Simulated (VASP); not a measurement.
Method: r2SCAN+rVV10, VASP's PBE PAW potentials (set 64) (plane waves; VASP).

A VASP calculation is set up with these files.

**KPOINTS**
```
Automatic mesh
0
Gamma
12 12 7
0 0 0
```

### POSCAR
```
Tb
1.0
  1.8073886785  -3.1304885520   0.0000000000
  1.8073886785   3.1304885520   0.0000000000
  0.0000000000   0.0000000000   5.5127489953
Tb
2
direct
  0.3333330000   0.6666670000   0.2500000000
  0.6666670000   0.3333330000   0.7500000000
```

**INCAR**
```
SYSTEM = Tb
PREC = Accurate
ENCUT = 520
EDIFF = 1E-7
NELM = 100
ALGO = Normal
LREAL = .FALSE.
LASPH = .TRUE.
ISMEAR = 1
SIGMA = 0.1
METAGGA = R2SCAN
LUSE_VDW = .TRUE.
BPARAM = 11.95
CPARAM = 0.0093
LMIXTAU = .TRUE.
LMAXMIX = 6
LWAVE = .FALSE.
LCHARG = .FALSE.
ISIF = 4
IBRION = 2
NSW = 30
EDIFFG = -0.01
```

POTCAR, in this order: Tb_3 (PBE.64 set). Program: vasp_std.

The 4f electrons are frozen in the core of the lanthanide potential, so 4f levels, which can set the real gap, and their magnetism are missing.

Problem. Predict the energy per atom (σ→0), band gap (on the k-mesh).

Solution. 
| Property | Value |
|---|---|
| energy per atom (σ→0) | -30.962 eV/atom |
| band gap (on the k-mesh) | none (metal, semimetal or under 0.01 eV) |

File OSZICAR:
```
...
DAV:   3    -0.619255393445E+02    0.54687E-04   -0.82889E-04  2231   0.302E-01    0.133E-01
DAV:   4    -0.619253210995E+02    0.21825E-03   -0.68147E-04  2410   0.210E-01    0.614E-02
DAV:   5    -0.619253791665E+02   -0.58067E-04   -0.21373E-04  2046   0.144E-01    0.432E-02
DAV:   6    -0.619253872994E+02   -0.81329E-05   -0.27330E-05  2400   0.524E-02    0.206E-02
DAV:   7    -0.619253858196E+02    0.14797E-05   -0.98410E-06  2306   0.292E-02    0.225E-03
DAV:   8    -0.619253856648E+02    0.15481E-06   -0.65382E-07  2187   0.785E-03    0.231E-03
DAV:   9    -0.619253857646E+02   -0.99788E-07   -0.27677E-07  2066   0.549E-03
   3 F= -.61925386E+02 E0= -.61924748E+02  d E =-.245765E-02
```

The compound is Tb in the hcp structure. This cell is one point of a volume scan, at 0.97 of the reference volume. Symmetry was kept, so distortions that lower it aren't found.
